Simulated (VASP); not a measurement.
Method: PBEsol GGA, VASP's PBE PAW potentials (set 64) (plane waves; VASP).

VASP input:

INCAR:
```
ISMEAR = -5
PREC = Accurate
ALGO = Normal
LASPH = T   ! aspherical one-centre terms
LREAL = F   ! projection in real space or not
SYSTEM = Hg4SSe3
LMAXMIX = 6   ! l cut-off of mixed one-centre charges
GGA = PS
ENCUT = 400   ! plane-wave cut-off (eV)
NEDOS = 601   ! DOS grid
LCHARG = T
LWAVE = F
LORBIT = 11   ! lm-projected
NELM = 100   ! most electronic steps
ISIF = 2
EDIFF = 1E-7   ! SCF stop (eV)
```

File POSCAR:
```
Hg4SSe3
1
    0.0000000000     3.0383392563     3.0383392563
    3.0383392563     0.0000000000     3.0383392563
   12.1674312652    12.1674312652    -0.0140742399
Hg Se S
4 3 1
Direct
  0.0102148189   0.0102148189   0.9923388859
  0.0036051443   0.0036051443   0.2472961418
  0.9974222833   0.9974222833   0.5019332876
  0.9898219109   0.9898219109   0.7576335668
  0.2549950918   0.2549950918   0.0587536811
  0.2489144868   0.2489144868   0.3133141349
  0.2430487645   0.2430487645   0.5677134266
  0.2519774996   0.2519774996   0.8110168753
```

KPOINTS:
```
Regular mesh
0
gamma
  10 10 3
0 0 0
```

POTCAR, in this order: Hg Se S (PBE.64 set). Program: vasp_std.

Output of the run:

### OUTCAR
```
 ion  position               nearest neighbor table
   1  0.010  0.010  0.992-   8 2.55   5 2.65   5 2.65   5 2.65
   2  0.004  0.004  0.247-   6 2.65   6 2.65   6 2.65   5 2.65
   3  0.997  0.997  0.502-   7 2.65   7 2.65   7 2.65   6 2.65
   4  0.990  0.990  0.758-   8 2.59   8 2.59   8 2.59   7 2.67
   5  0.255  0.255  0.059-   2 2.65   1 2.65   1 2.65   1 2.65
   6  0.249  0.249  0.313-   2 2.65   2 2.65   2 2.65   3 2.65
   7  0.243  0.243  0.568-   3 2.65   3 2.65   3 2.65   4 2.67
   8  0.252  0.252  0.811-   1 2.55   4 2.59   4 2.59   4 2.59
  LATTYP: Found a trigonal (rhomboedric) cell.
 ALAT       =    14.2750800665
 COS(alpha) =     0.9546982036
 Subroutine PRICEL returns:
 Original cell was already a primitive cell.
 Subroutine GETGRP returns: Found  6 space group operations
The static configuration has the point symmetry C_3v.
The dynamic configuration has the point symmetry C_3v.
 Subroutine INISYM returns: Found  6 space group operations
 Subroutine IBZKPT returns following result:
 Found     78 irreducible k-points:

 Following reciprocal coordinates:
            Coordinates               Weight
  0.000000  0.000000  0.000000      1.000000
  0.100000  0.000000  0.000000      4.000000
  0.200000  0.000000  0.000000      4.000000
  0.300000  0.000000 -0.000000      4.000000
  0.400000  0.000000  0.000000      4.000000
  0.500000  0.000000 -0.000000      3.000000
  0.100000  0.100000  0.000000      2.000000
  0.200000  0.100000 -0.000000      4.000000
  0.300000  0.100000  0.000000      4.000000
  0.400000  0.100000 -0.000000      4.000000
  0.500000  0.100000 -0.000000      8.000000
 -0.400000  0.100000 -0.000000      4.000000
 -0.300000  0.100000 -0.000000      4.000000
 -0.200000  0.100000 -0.000000      4.000000
 -0.100000  0.100000  0.000000      2.000000
  0.200000  0.200000  0.000000      2.000000
  0.300000  0.200000 -0.000000      4.000000
...
```

OSZICAR:
```
       N       E                     dE             d eps       ncg     rms          rms(c)
DAV:   1     0.460419107907E+03    0.46042E+03   -0.29208E+04  6708   0.122E+03
DAV:   2     0.815800893350E+01   -0.45226E+03   -0.44298E+03  7532   0.322E+02
DAV:   3    -0.206087714544E+02   -0.28767E+02   -0.28558E+02  7953   0.781E+01
DAV:   4    -0.210105980844E+02   -0.40183E+00   -0.40082E+00  7558   0.910E+00
DAV:   5    -0.210163381726E+02   -0.57401E-02   -0.57372E-02  7773   0.106E+00    0.167E+01
DAV:   6    -0.196906348529E+02    0.13257E+01   -0.32989E+00  8493   0.159E+01    0.127E+01
DAV:   7    -0.197104572104E+02   -0.19822E-01   -0.16901E+00  7078   0.586E+00    0.324E+00
DAV:   8    -0.196658771902E+02    0.44580E-01   -0.33786E-01  8266   0.445E+00    0.101E+00
DAV:   9    -0.196660850190E+02   -0.20783E-03   -0.29532E-02  7455   0.124E+00    0.244E-01
DAV:  10    -0.196661077923E+02   -0.22773E-04   -0.19326E-03  7418   0.193E-01    0.861E-02
DAV:  11    -0.196661031316E+02    0.46607E-05   -0.14958E-04  7747   0.591E-02    0.473E-02
DAV:  12    -0.196661151014E+02   -0.11970E-04   -0.54006E-05  7415   0.382E-02    0.221E-02
DAV:  13    -0.196661180077E+02   -0.29063E-05   -0.37833E-06  7553   0.109E-02    0.887E-03
DAV:  14    -0.196661187072E+02   -0.69949E-06   -0.12319E-06  6988   0.510E-03    0.465E-03
DAV:  15    -0.196661187228E+02   -0.15609E-07   -0.53808E-07  6522   0.290E-03
   1 F= -.19666119E+02 E0= -.19666119E+02  d E =0.000000E+00
```

File OUTCAR:
```
------------------------ aborting loop because EDIFF is reached ----------------------------------------
  FORCE on cell =-STRESS in cart. coord.  units (eV):
  Direction    XX          YY          ZZ          XY          YZ          ZX
  --------------------------------------------------------------------------------------
  Total       -0.0112994     -0.0112994     -0.0112994     -0.0078218      0.0078218      0.0078218
  in kB       -0.0805401     -0.0805401     -0.0805401     -0.0557527      0.0557527      0.0557527
  external PRESSURE =      -0.0805401 kB  Pullay stress =       0.0000000 kB
  volume of cell :      224.78
      direct lattice vectors                 reciprocal lattice vectors
     0.000000000  3.038339256  3.038339256    -0.164468463  0.164658706  0.164468463
     3.038339256  0.000000000  3.038339256     0.164658706 -0.164468463  0.164468463
    12.167431265 12.167431265 -0.014074240     0.041069555  0.041069555 -0.041069555
 POSITION                                       TOTAL-FORCE (eV/Angst)
 -----------------------------------------------------------------------------------
     12.10525     12.10525      0.04811         0.001019      0.001019     -0.001019
      3.01991      3.01991      0.01843        -0.001188     -0.001188      0.001188
      9.13775      9.13775      6.05395        -0.001035     -0.001035      0.001035
     12.22587     12.22587      6.00417        -0.002032     -0.002032      0.002032
      1.48964      1.48964      1.54870        -0.002869     -0.002869      0.002869
      4.56851      4.56851      1.50816         0.000540      0.000540     -0.000540
      7.64608      7.64608      1.46894         0.010915      0.010915     -0.010915
     10.63359     10.63359      1.51977        -0.005351     -0.005351      0.005351
 -----------------------------------------------------------------------------------
    total drift:                                0.000035      0.000035     -0.000036
  FREE ENERGIE OF THE ION-ELECTRON SYSTEM (eV)
  ---------------------------------------------------
  free  energy   TOTEN  =       -19.6661187228 eV

  energy  without entropy=      -19.6661187228  energy(sigma->0) =      -19.66611872

 total charge

# of ion       s       p       d       tot
------------------------------------------
    1        0.705   0.409   9.383  10.497
    2        0.712   0.404   9.380  10.496
    3        0.712   0.405   9.380  10.496
    4        0.684   0.376   9.390  10.450
    5        1.465   2.287   0.035   3.786
    6        1.465   2.286   0.035   3.786
    7        1.466   2.286   0.034   3.786
    8        1.342   2.271   0.000   3.612
--------------------------------------------------
tot          8.549  10.723  37.636  56.908
```
(Selected blocks of OUTCAR.)

For a metal the tetrahedron method with Blöchl corrections gives inexact stress and forces.

The structure was generated: Hg4SSe3 was put into an ordered model structure (R3m), which need not be its known phase. It was relaxed first.
